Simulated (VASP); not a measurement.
The system is ZnSe.

```
Zn Se
1.0
     0.00000    2.83380    2.83380
     2.83380    0.00000    2.83380
     2.83380    2.83380    0.00000
Zn Se
1 1
Direct
  0.00000 0.00000 0.00000
  0.25000 0.25000 0.25000
```

```yaml
Program: VASP 6.6.1
Task: relaxation of cell and atoms
Functional: PBE
Potentials_or_basis: VASP PAW PBE potentials, release 64 (Zn, Se)
Cutoff: 520 eV
k_mesh: 2 × 2 × 2
Occupations: gaussian, width 0.02 eV
Spin: no spin polarisation
```

At the start: pressure 8.2 GPa; volume 22.76 Å³/atom.

How do energy, volume and symmetry change on relaxing?

Over 5 steps the energy falls by 72.3 meV/atom and the volume is 25.95 Å³/atom (+14.0 %); space group F-43m (No. 216, to 0.05 Å).

The path:
```
step  energy change (eV)  largest force (eV/Å)  pressure (GPa)  volume (Å³)
   1              0.0000                0.0000            8.18        45.51
   2             -0.1369                0.0000           -1.42        53.61
   3             -0.1446                0.0000            0.05        51.84
   4             -0.1446                0.0000           -0.07        51.97
   5             -0.1446                0.0000           -0.01        51.90
```

Final structure:
```
CELL_PARAMETERS angstrom
0.00000 2.96053 2.96053
2.96053 0.00000 2.96053
2.96053 2.96053 0.00000
ATOMIC_POSITIONS crystal
Zn 0.00000 0.00000 0.00000
Se 0.25000 0.25000 0.25000
```

Caveat: the k mesh is coarse (spacing up to 0.96 Å⁻¹), so the values aren't converged; the volume moved by +14 % from the deposited cell, more than functionals usually miss.
